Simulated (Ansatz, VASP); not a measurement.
# Cross-check of Te2Mo between VASP and Ansatz

One calculation is typed for both programs; each brings its own data sets. How far apart do they land? The cell is taken from a series of runs on this material, whose earlier steps may have relaxed, scaled, displaced or heated it; both programs get it as it stands.

Calculated with Ansatz 0.2.0; plane waves, with VASP 6.6.1 beside it; G0W0 gap at PBE.

## 1. The starting structure

The structure is hexagonal, space group P6_3/mmc (No. 194). The conventional cell has a = 3.518 Å, b = 3.518 Å, c = 13.974 Å, α = 90.00°, β = 90.00°, γ = 120.00°. Nearest to Te lie 3 Mo at 2.72 Å. Nearest to Mo lie 6 Te at 2.72 Å. Farther neighbours and most contacts between anions are not listed.

## 2. VASP: G0W0 gap, PBE

Quasiparticle shifts depend on high empty states and on the cores, so they are the hardest test of two PAW sets.

Lines of VASP's logs that name or quote its potential files are left out, and so is its time.

The run reads the wave functions of an earlier VASP run, which isn't shown here.

Contents of INCAR:

```
SYSTEM = Te2Mo
PREC = Accurate
ENCUT = 370
ISMEAR = 0
SIGMA = 0.01
LREAL = .FALSE.
GGA = PE
NBANDS = 592
LASPH = .TRUE.
ALGO = EVGW0
NELMGW = 1
ENCUTGW = 140
NOMEGA = 64
PRECFOCK = Fast
NBANDSGW = 48
LWAVE = .FALSE.
LCHARG = .FALSE.
```

Contents of POSCAR:

```
Te2Mo
1.0
    3.5182000000      0.0000000000      0.0000000000
   -1.7591000000      3.0468505756      0.0000000000
    0.0000000000      0.0000000000     13.9736000000
Te Mo
4 2
Direct
    0.3333333333      0.6666666667      0.6200748717
    0.6666666667      0.3333333333      0.1200748717
    0.3333333333      0.6666666667      0.8799251283
    0.6666666667      0.3333333333      0.3799251283
    0.3333333333      0.6666666667      0.2500000000
    0.6666666667      0.3333333333      0.7500000000
```

Contents of KPOINTS:

```
Automatic mesh
0
Gamma
6 6 2
0 0 0
```

Potentials, in the order of the species: Te_GW and Mo_sv_GW (PBE family, release 64).

On the command line:

```
> mpirun -np 16 vasp_std
```

Numbers of over 12 decimals in the logs are rounded to 6 here.

The program printed:

```text
[banner, memory and clock lines left out]
running   16 mpi-ranks, on    1 nodes
 distrk:  each k-point on   16 cores,    1 groups
 distr:  one band on    1 cores,   16 groups

 POSCAR found type information on POSCAR TeMo
 POSCAR found :  2 types and       6 ions
|                                                                             |
|           W    W    AA    RRRRR   N    N  II  N    N   GGGG   !!!           |
|           W    W   A  A   R    R  NN   N  II  NN   N  G    G  !!!           |
|           W    W  A    A  R    R  N N  N  II  N N  N  G       !!!           |
|           W WW W  AAAAAA  RRRRR   N  N N  II  N  N N  G  GGG   !            |
|           WW  WW  A    A  R   R   N   NN  II  N   NN  G    G                |
|           W    W  A    A  R    R  N    N  II  N    N   GGGG   !!!           |
|                                                                             |
|     For optimal performance we recommend to set                             |
|       NCORE = 2 up to number-of-cores-per-socket                            |
|     NCORE specifies how many cores store one orbital (NPAR=cpu/NCORE).      |
|     This setting can greatly improve the performance of VASP for DFT.       |
|     The default, NCORE=1 might be grossly inefficient on modern             |
|     multi-core architectures or massively parallel machines. Do your        |
|     Unfortunately you need to use the default for GW and RPA                |
|     calculations (for HF NCORE is supported but not extensively tested      |
|     yet).                                                                   |
|                                                                             |

|                                                                             |
|           W    W    AA    RRRRR   N    N  II  N    N   GGGG   !!!           |
|           W    W   A  A   R    R  NN   N  II  NN   N  G    G  !!!           |
|           W    W  A    A  R    R  N N  N  II  N N  N  G       !!!           |
|           W WW W  AAAAAA  RRRRR   N  N N  II  N  N N  G  GGG   !            |
|           WW  WW  A    A  R   R   N   NN  II  N   NN  G    G                |
|           W    W  A    A  R    R  N    N  II  N    N   GGGG   !!!           |
|                                                                             |
|     The default for ENCUTGWSOFT is different in this version of VASP.       |
|     please manually set ENCUTGWSOFT =140 in the INCAR file.                 |
|                                                                             |

 LDA part: xc-table for (Slater+PW92), standard interpolation
 found WAVECAR, reading the header
 POSCAR, INCAR and KPOINTS ok, starting setup
 FFT: planning ... GRIDC
 FFT: planning ... GRID_SOFT
 FFT: planning ... GRID
 reading WAVECAR
 the WAVECAR file was read successfully
 initial charge from wavefunction
 available memory per node:     18.37 GB, setting MAXMEM to     18808

 The Fermi energy was updated, please check that it is located mid-gap
 values below the HOMO (VB) or above the LUMO (CB) will cause erroneous energies
 E-fermi :   8.5151

 calculate exact exchange contribution
 the WAVEDER file was read successfully
|                                                                             |
|           W    W    AA    RRRRR   N    N  II  N    N   GGGG   !!!           |
|           W    W   A  A   R    R  NN   N  II  NN   N  G    G  !!!           |
|           W    W  A    A  R    R  N N  N  II  N N  N  G       !!!           |
|           W WW W  AAAAAA  RRRRR   N  N N  II  N  N N  G  GGG   !            |
|           WW  WW  A    A  R   R   N   NN  II  N   NN  G    G                |
|           W    W  A    A  R    R  N    N  II  N    N   GGGG   !!!           |
|                                                                             |
|     Automatic setting of frequency mesh for GW failed. Frequency mesh       |
|     properly not suitable for determining QP energies. Consider             |
|     increasing number of kpoints.                                           |
|                                                                             |

energies w=
    0.000    0.000    0.669    0.000    1.337    0.000    2.002    0.000
    2.662    0.000    3.317    0.000    3.965    0.000    4.606    0.000
    5.239    0.000    5.864    0.000    6.480    0.000    7.087    0.000
    7.687    0.000    8.278    0.000    8.862    0.000    9.439    0.000
   10.010    0.000   10.575    0.000   11.137    0.000   11.695    0.000
   12.251    0.000   12.806    0.000   13.361    0.000   13.917    0.000
   14.476    0.000   15.039    0.000   15.607    0.000   16.183    0.000
   16.768    0.000   17.364    0.000   17.972    0.000   18.595    0.000
   19.236    0.000   19.896    0.000   20.579    0.000   21.289    0.000
   22.028    0.000   22.801    0.000   23.613    0.000   24.469    0.000
   25.375    0.000   26.339    0.000   27.369    0.000   28.474    0.000
   29.667    0.000   30.962    0.000   32.375    0.000   33.927    0.000
   35.643    0.000   37.554    0.000   39.701    0.000   42.131    0.000
   44.910    0.000   48.122    0.000   51.881    0.000   56.342    0.000
   61.723    0.000   68.341    0.000   76.675    0.000   87.487    0.000
  102.057    0.000  122.725    0.000  154.276    0.000  208.249    0.000
 responsefunction array rank=     592
 LDA part: xc-table for (Slater+PW92), standard interpolation

 min. memory requirement per mpi rank    752.6 MB, per node  12041.0 MB

 allocating   4 responsefunctions rank=   592
 shmem allocating  64 responsefunctions rank=   592
 response function shared by NCSHMEM nodes    1
 Doing            4  frequencies on each core in blocks of           64
NQ=   1    0.0000    0.0000    0.0000,
|.........|.........|.........|.........|.........|.........|.........|.........
 performed       2914000 updates of chi_q(r,r)
 total number of BLAS operations       7028.07 Gflops
NQ=   2    0.1667    0.0000    0.0000,
|.........|.........|.........|.........|.........|.........|.........|.........
 performed       8443000 updates of chi_q(r,r)
 total number of BLAS operations      21907.78 Gflops
NQ=   3    0.3333    0.0000    0.0000,
|.........|.........|.........|.........|.........|.........|.........|.........
 performed      13972000 updates of chi_q(r,r)
 total number of BLAS operations      36379.85 Gflops
NQ=   4    0.5000    0.0000    0.0000,
|.........|.........|.........|.........|.........|.........|.........|.........
 performed      18023000 updates of chi_q(r,r)
 total number of BLAS operations      46910.23 Gflops
NQ=   5    0.1667    0.1667    0.0000,
|.........|.........|.........|.........|.........|.........|.........|.........
 performed      23552000 updates of chi_q(r,r)
 total number of BLAS operations      61331.73 Gflops
NQ=   6    0.3333    0.1667    0.0000,
|.........|.........|.........|.........|.........|.........|.........|.........
 performed      29763000 updates of chi_q(r,r)
 total number of BLAS operations      77025.41 Gflops
NQ=   7    0.3333    0.3333    0.0000,
|.........|.........|.........|.........|.........|.........|.........|.........
 performed      33246000 updates of chi_q(r,r)
 total number of BLAS operations      85515.86 Gflops
NQ=   8    0.0000    0.0000    0.5000,
|.........|.........|.........|.........|.........|.........|.........|.........
 performed      36160000 updates of chi_q(r,r)
 total number of BLAS operations      93306.04 Gflops
NQ=   9    0.1667    0.0000    0.5000,
|.........|.........|.........|.........|.........|.........|.........|.........
 performed      41689000 updates of chi_q(r,r)
 total number of BLAS operations     107981.21 Gflops
NQ=  10    0.3333    0.0000    0.5000,
|.........|.........|.........|.........|.........|.........|.........|.........
 performed      47218000 updates of chi_q(r,r)
 total number of BLAS operations     121951.69 Gflops
NQ=  11    0.5000    0.0000    0.5000,
|.........|.........|.........|.........|.........|.........|.........|.........
 performed      51269000 updates of chi_q(r,r)
 total number of BLAS operations     131971.14 Gflops
NQ=  12    0.1667    0.1667    0.5000,
|.........|.........|.........|.........|.........|.........|.........|.........
 performed      56798000 updates of chi_q(r,r)
 total number of BLAS operations     146342.18 Gflops
NQ=  13    0.3333    0.1667    0.5000,
|.........|.........|.........|.........|.........|.........|.........|.........
 performed      63009000 updates of chi_q(r,r)
 total number of BLAS operations     161482.33 Gflops
NQ=  14    0.3333    0.3333    0.5000,
|.........|.........|.........|.........|.........|.........|.........|.........
 performed      66492000 updates of chi_q(r,r)
 total number of BLAS operations     170345.94 Gflops
 resolving degeneracies of screened two electron integrals

 calculate QP shifts <psi_nk| G(iteration)W_0 |psi_nk>: iteration 1
 entering main loop
```

Parts of OUTCAR (step 2):

```text
ion  position               nearest neighbor table
   1  0.333  0.667  0.620-   6 2.72   6 2.72   6 2.72   3 3.63
   2  0.667  0.333  0.120-   5 2.72   5 2.72   5 2.72   4 3.63
   3  0.333  0.667  0.880-   6 2.72   6 2.72   6 2.72   1 3.63
   4  0.667  0.333  0.380-   5 2.72   5 2.72   5 2.72   2 3.63
   5  0.333  0.667  0.250-   2 2.72   4 2.72   2 2.72   4 2.72   2 2.72   4 2.72
   6  0.667  0.333  0.750-   1 2.72   3 2.72   1 2.72   3 2.72   1 2.72   3 2.72

  LATTYP: Found a hexagonal cell.
 ALAT       =     3.5182000000
 C/A-ratio  =     3.9718037633

 Subroutine GETGRP returns: Found 24 space group operations
 (whereof 12 operations were pure point group operations)

The static configuration has the point symmetry D_3d.
 The point group associated with its full space group is D_6h.

 Found     14 irreducible k-points:

   k-points           NKPTS =     14   k-points in BZ     NKDIM =     72   number of bands    NBANDS=    592

   dimension x,y,z NGX =    24 NGY =   24 NGZ =   90
   dimension x,y,z NGXF=    48 NGYF=   48 NGZF=  180

   ENCUT  =  370.0 eV  27.19 Ry    5.21 a.u.   5.52  5.52 21.92*2*pi/ulx,y,z

   NELECT =      52.0000    total number of electrons

  energy-cutoff  :      370.00
  volume of cell :      149.79
      direct lattice vectors                 reciprocal lattice vectors
     3.518200000  0.000000000  0.000000000     0.284236257  0.164103880  0.000000000
    -1.759100000  3.046850576  0.000000000     0.000000000  0.328207759  0.000000000
     0.000000000  0.000000000 13.973600000     0.000000000  0.000000000  0.071563520

 k-points in reciprocal lattice and weights: Automatic mesh
   0.00000000  0.00000000  0.00000000       0.014
   0.16666667  0.00000000  0.00000000       0.083
   0.33333333  0.00000000  0.00000000       0.083
   0.50000000  0.00000000  0.00000000       0.042
   0.16666667  0.16666667  0.00000000       0.083
   0.33333333  0.16666667  0.00000000       0.167
   0.33333333  0.33333333  0.00000000       0.028
   0.00000000  0.00000000  0.50000000       0.014
   0.16666667  0.00000000  0.50000000       0.083
[...]
0.33333333  0.16666667  0.50000000       0.167
   0.33333333  0.33333333  0.50000000       0.028

 E-fermi :   8.5151

 QP shifts <psi_nk| G(iteration)W_0 |psi_nk>: iteration 1
 for sc-GW calculations column KS-energies equals QP-energies in previous step
 and V_xc(KS)=  KS-energies - (<T + V_ion + V_H > + <T+V_H+V_ion>^1  + <V_x>^1)
 k-point   1 :       0.0000    0.0000    0.0000
  band No.  KS-energies  QP-energies   sigma(KS)   V_xc(KS)     V^pw_x(r,r')   Z            occupation Imag(sigma)
    ...
     23       7.1385       7.1130     -15.7827     -15.7479     -16.5923       0.7341       2.0000       0.1594
     24       7.1385       7.1130     -15.7827     -15.7479     -16.5923       0.7341       2.0000       0.1594
     25       7.8026       7.3143     -11.8734     -11.2404     -12.7509       0.7715       2.0000       0.1409
     26       8.1105       8.0918     -15.3556     -15.3299     -15.6168       0.7304       2.0000       0.1054
     27      11.0099      11.1684     -12.5388     -12.7482      -8.5951       0.7567       0.0000      -0.2577
     28      11.0099      11.1684     -12.5388     -12.7482      -8.5951       0.7567       0.0000      -0.2577
     29      11.1503      11.2972     -12.4383     -12.6321      -8.4242       0.7582       0.0000      -0.2684
     30      11.1503      11.2972     -12.4383     -12.6321      -8.4242       0.7582       0.0000      -0.2684
    ...

 k-point   2 :       0.1667    0.0000    0.0000
  band No.  KS-energies  QP-energies   sigma(KS)   V_xc(KS)     V^pw_x(r,r')   Z            occupation Imag(sigma)
    ...
     23       6.9034       6.5858     -13.1870     -12.7656     -14.2330       0.7537       2.0000       0.1720
     24       7.1195       7.0747     -14.9665     -14.9048     -15.8295       0.7271       2.0000       0.1816
     25       7.6705       7.6200     -15.0012     -14.9320     -15.5590       0.7310       2.0000       0.1367
     26       7.8331       7.3739     -11.8795     -11.2841     -12.7085       0.7713       2.0000       0.1349
     27       9.9039      10.1166     -13.2836     -13.5687      -9.4345       0.7460       0.0000      -0.2361
     28      10.1779      10.4820     -13.6692     -14.0745      -9.7748       0.7506       0.0000      -0.2246
     29      10.1918      10.4108     -13.6807     -13.9764      -9.6661       0.7410       0.0000      -0.2664
     30      10.4460      10.7267     -13.7738     -14.1482      -9.8200       0.7497       0.0000      -0.2364
    ...

 k-point   3 :       0.3333    0.0000    0.0000
  band No.  KS-energies  QP-energies   sigma(KS)   V_xc(KS)     V^pw_x(r,r')   Z            occupation Imag(sigma)
    ...
     23       6.8355       6.7337     -14.3153     -14.1764     -15.3147       0.7320       2.0000       0.2027
     24       7.0627       6.9673     -14.4942     -14.3638     -15.3960       0.7321       2.0000       0.1827
     25       7.2529       7.0094     -13.6686     -13.3416     -14.6593       0.7447       2.0000       0.1727
     26       7.4076       7.2145     -14.1304     -13.8705     -14.9910       0.7429       2.0000       0.1608
     27       9.2251       9.5492     -14.7930     -15.2386     -10.9619       0.7274       0.0000      -0.2152
     28       9.6099       9.8976     -14.7683     -15.1623     -11.0087       0.7303       0.0000      -0.2245
     29       9.8239      10.1406     -15.0054     -15.4405     -10.8710       0.7276       0.0000      -0.2641
     30       9.8521      10.1187     -14.6035     -14.9670     -10.7564       0.7332       0.0000      -0.2403
    ...

 k-point   4 :       0.5000    0.0000    0.0000
  band No.  KS-energies  QP-energies   sigma(KS)   V_xc(KS)     V^pw_x(r,r')   Z            occupation Imag(sigma)
    ...
     23       7.1141       6.8187     -12.8231     -12.4298     -13.6991       0.7510       2.0000       0.1644
     24       7.1682       7.0064     -13.9325     -13.7136     -14.7623       0.7393       2.0000       0.1676
     25       7.5347       7.1421     -12.2445     -11.7300     -13.1111       0.7629       2.0000       0.1478
     26       7.8403       7.4905     -12.7129     -12.2537     -13.4308       0.7616       2.0000       0.1324
     27       9.4020       9.8558     -16.7595     -17.3984     -12.8083       0.7101       0.0000      -0.2329
     28       9.4614       9.8971     -16.5119     -17.1234     -12.5156       0.7125       0.0000      -0.2385
     29       9.5711       9.9708     -15.8031     -16.3606     -11.5896       0.7170       0.0000      -0.2616
     30       9.9218      10.3357     -16.3661     -16.9461     -11.8701       0.7137       0.0000      -0.3041
    ...

[... 4 further parts left out ...]
```

This run has no spin polarisation, so a moment on Mo, if there is one, isn't seen.

(Continued in part 2 of 2.)

[Lines on the potential files, build, host, timing and source positions are cut from VASP's logs without a mark.]

[Logs are printed without paths, hosts, clocks, repeated set-up lines and the standing remarks that a program may print on its own settings, such as how far it seeks lower states.]

[Hosts, paths, dates, database ids (printed as entryN), source tags and the programs' standing remarks are cut or masked in the printed files.]
